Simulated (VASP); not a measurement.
OSZICAR of a VASP run on GaZn₃₅O₃₆:

**OSZICAR**
```
...
DAV:   1    -0.321680083094E+03    0.53915E-02   -0.63297E+00   800   0.475E+00    0.561E-01
RMM:   2    -0.321698083322E+03   -0.18000E-01   -0.19497E-01   768   0.852E-01    0.367E-01
RMM:   3    -0.321699046682E+03   -0.96336E-03   -0.22519E-02   768   0.313E-01    0.186E-01
RMM:   4    -0.321698891966E+03    0.15472E-03   -0.26373E-03   798   0.112E-01    0.126E-01
RMM:   5    -0.321698784871E+03    0.10709E-03   -0.69763E-04   767   0.581E-02    0.443E-02
RMM:   6    -0.321698800120E+03   -0.15249E-04   -0.16910E-04   728   0.248E-02    0.254E-02
RMM:   7    -0.321698795380E+03    0.47397E-05   -0.43911E-05   549   0.124E-02
   4 F= -.32169880E+03 E0= -.32169880E+03  d E =-.133146E-01
       N       E                     dE             d eps       ncg     rms          rms(c)
DAV:   1    -0.321698712855E+03    0.87265E-04   -0.96961E-02   880   0.587E-01    0.622E-02
RMM:   2    -0.321698989039E+03   -0.27618E-03   -0.29543E-03   768   0.105E-01    0.451E-02
RMM:   3    -0.321698997928E+03   -0.88887E-05   -0.31382E-04   734   0.383E-02    0.254E-02
RMM:   4    -0.321698993642E+03    0.42858E-05   -0.40796E-05   569   0.143E-02
   5 F= -.32169899E+03 E0= -.32169899E+03  d E =-.135128E-01
       N       E                     dE             d eps       ncg     rms          rms(c)
DAV:   1    -0.321699915929E+03   -0.91800E-03   -0.83289E-01   800   0.175E+00    0.183E-01
RMM:   2    -0.321701529731E+03   -0.16138E-02   -0.18852E-02   768   0.281E-01    0.121E-01
RMM:   3    -0.321701583923E+03   -0.54192E-04   -0.21918E-03   768   0.101E-01    0.613E-02
RMM:   4    -0.321701558131E+03    0.25793E-04   -0.27907E-04   765   0.369E-02    0.389E-02
RMM:   5    -0.321701546674E+03    0.11456E-04   -0.86503E-05   694   0.200E-02    0.103E-02
RMM:   6    -0.321701548383E+03   -0.17088E-05   -0.22780E-05   504   0.932E-03
   6 F= -.32170155E+03 E0= -.32170155E+03  d E =-.255474E-02
       N       E                     dE             d eps       ncg     rms          rms(c)
DAV:   1    -0.321701533785E+03    0.12889E-04   -0.55724E-02   840   0.454E-01    0.479E-02
RMM:   2    -0.321701647792E+03   -0.11401E-03   -0.13182E-03   768   0.739E-02    0.317E-02
RMM:   3    -0.321701651973E+03   -0.41814E-05   -0.15278E-04   725   0.266E-02    0.166E-02
RMM:   4    -0.321701650320E+03    0.16530E-05   -0.20314E-05   475   0.100E-02
   7 F= -.32170165E+03 E0= -.32170165E+03  d E =-.265668E-02
       N       E                     dE             d eps       ncg     rms          rms(c)
DAV:   1    -0.321701818523E+03   -0.16655E-03   -0.50821E-01   800   0.135E+00    0.117E-01
RMM:   2    -0.321702737221E+03   -0.91870E-03   -0.99799E-03   769   0.190E-01    0.664E-02
RMM:   3    -0.321702785012E+03   -0.47791E-04   -0.11491E-03   768   0.698E-02    0.385E-02
RMM:   4    -0.321702779047E+03    0.59653E-05   -0.12560E-04   736   0.258E-02    0.233E-02
RMM:   5    -0.321702775336E+03    0.37107E-05   -0.34092E-05   534   0.138E-02
   8 F= -.32170278E+03 E0= -.32170278E+03  d E =-.112502E-02
       N       E                     dE             d eps       ncg     rms          rms(c)
DAV:   1    -0.321700426859E+03    0.23522E-02   -0.14913E+00   784   0.230E+00    0.201E-01
RMM:   2    -0.321703125460E+03   -0.26986E-02   -0.29264E-02   769   0.323E-01    0.118E-01
RMM:   3    -0.321703269893E+03   -0.14443E-03   -0.33667E-03   768   0.119E-01    0.656E-02
RMM:   4    -0.321703253137E+03    0.16756E-04   -0.35085E-04   766   0.419E-02    0.425E-02
RMM:   5    -0.321703242295E+03    0.10841E-04   -0.99980E-05   698   0.225E-02    0.151E-02
RMM:   6    -0.321703244979E+03   -0.26839E-05   -0.24347E-05   490   0.986E-03
   9 F= -.32170324E+03 E0= -.32170324E+03  d E =-.159466E-02
       N       E                     dE             d eps       ncg     rms          rms(c)
DAV:   1    -0.321703155712E+03    0.86584E-04   -0.84977E-02   800   0.550E-01    0.462E-02
RMM:   2    -0.321703301597E+03   -0.14589E-03   -0.15897E-03   769   0.755E-02    0.259E-02
RMM:   3    -0.321703309249E+03   -0.76524E-05   -0.18321E-04   722   0.278E-02    0.142E-02
RMM:   4    -0.321703308246E+03    0.10031E-05   -0.19003E-05   464   0.958E-03
  10 F= -.32170331E+03 E0= -.32170331E+03  d E =-.165793E-02
       N       E                     dE             d eps       ncg     rms          rms(c)
DAV:   1    -0.321702959506E+03    0.34974E-03   -0.63185E-01   800   0.150E+00    0.120E-01
RMM:   2    -0.321703911397E+03   -0.95189E-03   -0.10416E-02   769   0.200E-01    0.711E-02
RMM:   3    -0.321703966276E+03   -0.54879E-04   -0.12551E-03   768   0.725E-02    0.399E-02
RMM:   4    -0.321703960315E+03    0.59614E-05   -0.12901E-04   715   0.252E-02    0.265E-02
RMM:   5    -0.321703956417E+03    0.38977E-05   -0.40534E-05   555   0.140E-02
  11 F= -.32170396E+03 E0= -.32170396E+03  d E =-.648171E-03
       N       E                     dE             d eps       ncg     rms          rms(c)
DAV:   1    -0.321703933135E+03    0.27179E-04   -0.15198E-02   864   0.233E-01    0.220E-02
RMM:   2    -0.321703956578E+03   -0.23442E-04   -0.25607E-04   747   0.317E-02    0.135E-02
RMM:   3    -0.321703958486E+03   -0.19076E-05   -0.32949E-05   501   0.116E-02    0.602E-03
RMM:   4    -0.321703958570E+03   -0.84925E-07   -0.36018E-06   443   0.485E-03
  12 F= -.32170396E+03 E0= -.32170396E+03  d E =-.650324E-03
       N       E                     dE             d eps       ncg     rms          rms(c)
DAV:   1    -0.321703690893E+03    0.26759E-03   -0.35658E-01   800   0.114E+00    0.932E-02
RMM:   2    -0.321704240517E+03   -0.54962E-03   -0.59844E-03   768   0.157E-01    0.549E-02
RMM:   3    -0.321704268322E+03   -0.27805E-04   -0.70026E-04   766   0.572E-02    0.301E-02
RMM:   4    -0.321704264524E+03    0.37984E-05   -0.77303E-05   695   0.199E-02
  13 F= -.32170426E+03 E0= -.32170426E+03  d E =-.305953E-03
       N       E                     dE             d eps       ncg     rms          rms(c)
DAV:   1    -0.321704256627E+03    0.11695E-04   -0.63010E-03   848   0.155E-01    0.117E-02
RMM:   2    -0.321704269804E+03   -0.13177E-04   -0.13995E-04   736   0.257E-02    0.621E-03
RMM:   3    -0.321704270591E+03   -0.78675E-06   -0.16907E-05   467   0.930E-03    0.432E-03
RMM:   4    -0.321704270517E+03    0.73996E-07   -0.20213E-06   427   0.420E-03
  14 F= -.32170427E+03 E0= -.32170427E+03  d E =-.311946E-03
       N       E                     dE             d eps       ncg     rms          rms(c)
DAV:   1    -0.321704000139E+03    0.27045E-03   -0.25991E-01   800   0.975E-01    0.819E-02
RMM:   2    -0.321704464152E+03   -0.46401E-03   -0.50249E-03   768   0.139E-01    0.459E-02
RMM:   3    -0.321704488391E+03   -0.24239E-04   -0.58866E-04   762   0.514E-02    0.255E-02
RMM:   4    -0.321704485972E+03    0.24191E-05   -0.63722E-05   650   0.176E-02
  15 F= -.32170449E+03 E0= -.32170449E+03  d E =-.215456E-03
       N       E                     dE             d eps       ncg     rms          rms(c)
DAV:   1    -0.321704480507E+03    0.78843E-05   -0.14732E-03   880   0.768E-02    0.655E-03
RMM:   2    -0.321704485059E+03   -0.45524E-05   -0.47242E-05   569   0.153E-02    0.378E-03
RMM:   3    -0.321704485253E+03   -0.19404E-06   -0.55569E-06   431   0.599E-03    0.275E-03
RMM:   4    -0.321704485227E+03    0.26339E-07   -0.52280E-07   379   0.205E-03
  16 F= -.32170449E+03 E0= -.32170449E+03  d E =-.214710E-03
       N       E                     dE             d eps       ncg     rms          rms(c)
DAV:   1    -0.321704378987E+03    0.10627E-03   -0.11774E-01   808   0.660E-01    0.519E-02
RMM:   2    -0.321704575126E+03   -0.19614E-03   -0.21248E-03   768   0.935E-02    0.301E-02
RMM:   3    -0.321704585944E+03   -0.10818E-04   -0.25425E-04   733   0.345E-02    0.171E-02
RMM:   4    -0.321704585023E+03    0.92063E-06   -0.27899E-05   504   0.119E-02
  17 F= -.32170459E+03 E0= -.32170459E+03  d E =-.997963E-04
       N       E                     dE             d eps       ncg     rms          rms(c)
DAV:   1    -0.321704582654E+03    0.32901E-05   -0.11645E-03   864   0.681E-02    0.564E-03
RMM:   2    -0.321704585720E+03   -0.30656E-05   -0.31663E-05   510   0.124E-02    0.274E-03
RMM:   3    -0.321704585894E+03   -0.17496E-06   -0.39934E-06   420   0.528E-03    0.204E-03
RMM:   4    -0.321704585884E+03    0.10521E-07   -0.24661E-07   275   0.152E-03
  18 F= -.32170459E+03 E0= -.32170459E+03  d E =-.100657E-03
       N       E                     dE             d eps       ncg     rms          rms(c)
DAV:   1    -0.321704431849E+03    0.15405E-03   -0.10462E-01   792   0.623E-01    0.505E-02
RMM:   2    -0.321704605864E+03   -0.17402E-03   -0.18815E-03   768   0.883E-02    0.298E-02
RMM:   3    -0.321704615373E+03   -0.95090E-05   -0.22451E-04   728   0.326E-02    0.164E-02
RMM:   4    -0.321704614486E+03    0.88676E-06   -0.25136E-05   493   0.113E-02
  19 F= -.32170461E+03 E0= -.32170461E+03  d E =-.286023E-04
       N       E                     dE             d eps       ncg     rms          rms(c)
DAV:   1    -0.321704598055E+03    0.17318E-04   -0.21222E-02   800   0.281E-01    0.211E-02
RMM:   2    -0.321704636643E+03   -0.38588E-04   -0.41111E-04   765   0.415E-02    0.120E-02
RMM:   3    -0.321704639105E+03   -0.24621E-05   -0.50262E-05   546   0.153E-02    0.724E-03
RMM:   4    -0.321704638898E+03    0.20761E-06   -0.50807E-06   422   0.599E-03
  20 F= -.32170464E+03 E0= -.32170464E+03  d E =-.530137E-04
```

**Question.** Which electronic solver shows in the log?

**Answer.** It is blocked Davidson (ALGO = Normal, or the opening steps of other solvers) and then RMM-DIIS (ALGO = Fast or VeryFast). The INCAR had ALGO = Fast.

**Question.** Can the final energy be trusted as converged?

**Answer.** The run converged. It stopped with EDIFF = 1E-5, NELM = 100, NSW = 60 and EDIFFG = -0.03 after 20 ionic steps (PBE GGA, plane waves, VASP's PBE PAW potentials (set 64)).  The cell is charged, with a uniform compensating background. The supercell is sampled at Γ alone, which is coarse: total energies, pressure and levels can be off, energies of defects by several tenths of an eV.

The cell is a supercell with a defect, built from ZnO (wurtzite): Ga_Zn, charge -1. The run is not spin-polarised, so no state with unpaired spins was tried.
